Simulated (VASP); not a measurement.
The system is Nb.

```
Nb
1.0
     0.00000    2.08008    2.08008
     2.08008    0.00000    2.08008
     2.08008    2.08008    0.00000
Nb
1
Direct
  0.00000 0.00000 0.00000
```

This isn't the form of Nb at room conditions, which is bcc.

* Program: VASP 6.6.1
* Task: relaxation of cell and atoms
* Functional: LDA
* Potentials or basis: VASP PAW LDA potentials, release 64 (Nb_sv)
* Cutoff: 600 eV
* k mesh: 18 × 18 × 18
* Occupations: gaussian, width 0.1 eV
* Spin: no spin polarisation

At the start: pressure -2.8 GPa; volume 18.00 Å³/atom.

Task: Where does the relaxation end?

Result: Over 4 steps the energy falls by 2.4 meV/atom and the volume is 17.72 Å³/atom (-1.6 %); space group Fm-3m (No. 225, to 0.05 Å).

The path:
| step | energy change (eV) | largest force (eV/Å) | pressure (GPa) | volume (Å³) |
| --- | --- | --- | --- | --- |
| 1 | 0.0000 | 0.0000 | -2.78 | 18.00 |
| 2 | 0.0068 | 0.0000 | 5.79 | 17.20 |
| 3 | -0.0024 | 0.0000 | -0.05 | 17.72 |
| 4 | -0.0024 | 0.0000 | 0.03 | 17.72 |

Final structure:
```cif
data_structure
_symmetry_space_group_name_H-M 'P 1'
_symmetry_Int_Tables_number 1
_cell_length_a 2.9263
_cell_length_b 2.9263
_cell_length_c 2.9263
_cell_angle_alpha 60.000
_cell_angle_beta 60.000
_cell_angle_gamma 60.000
_cell_volume 17.72
loop_
_atom_site_label
_atom_site_type_symbol
_atom_site_fract_x
_atom_site_fract_y
_atom_site_fract_z
_atom_site_occupancy
Nb1 Nb 0.00000 0.00000 0.00000 1
```
